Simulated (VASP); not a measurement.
# Sn: energy against strain

Sn (diamond, Fd-3m, 35.363 Å³/atom and stress up to 0.03 GPa in the relaxed cell, cube axes along x, y and z) under an equal strain ε along x and y, with z held. r2SCAN in VASP (plane waves, PAW), 480 eV, 8×8×8 Γ-centred mesh, Methfessel-Paxton smearing 0.10 eV; ions are relaxed, or left where forces stay under 0.02 eV/Å, within the symmetry of each cell.

Here s stands for strain and y for E less E0.

| strain (%) | E less E0 (meV/atom) |
|---|---|
| -3.00 | ? |
| -1.50 | 5.49 |
| -1.00 | 2.50 |
| -0.50 | 0.69 |
| 0.00 | 0.00 |
| 0.50 | 0.37 |
| 1.00 | 1.78 |
| 1.50 | 4.18 |

**Question.** Fit y against s with a parabola, and predict the withheld value at s = -3.00.

**Answer.** Least squares gives y = -0.007 - 0.4064·s + 2.1510·s². Residuals (row less fit): 0.048, -0.050, -0.044, 0.007, 0.042, 0.042, -0.043; standard error 0.055 (degrees of freedom: 4). Twice the quadratic coefficient over the volume, 2 × 2.1510 meV × 10⁴ × 0.1602 / 35.363 Å³, is the elastic constants 2(C11 + C12) = 195 ± 2 GPa (± standard error of the fit, which holds the terms cut off). At the withheld row, y = -0.007 - 0.4064 × (-3.0) + 2.1510 × (-3.0)² = 20.571 meV/atom. The calculation gives 22.06 meV/atom, 1.489 meV/atom above the prediction (6.7 % of the range of y in the table). The row lies outside the fitted rows, so this is an extrapolation. From the scatter of the fitted rows alone, a prediction at this place has a standard error of 0.212 meV/atom, so the miss is 7.0 times that.

A polynomial of degree 3 through the 12 other runs of the series gives 21.98 there, so most of the miss is curvature that the fit leaves out. This level leaves no gap over 0.05 eV at strain -3.00, -1.50, -1.00, -0.50, 0.00, 0.50, 1.00, 1.50 %. Sn is here grey tin, stable below 13 °C. Rows are the converged runs of the series near zero and its far end; series whose fitted rows scatter by over a few per cent of the range, as at a crossing or softening among them, aren't shown in this form, nor equations of state whose B0' disagrees with the runs' pressures. Most that stay on the fit to the last digits aren't either.
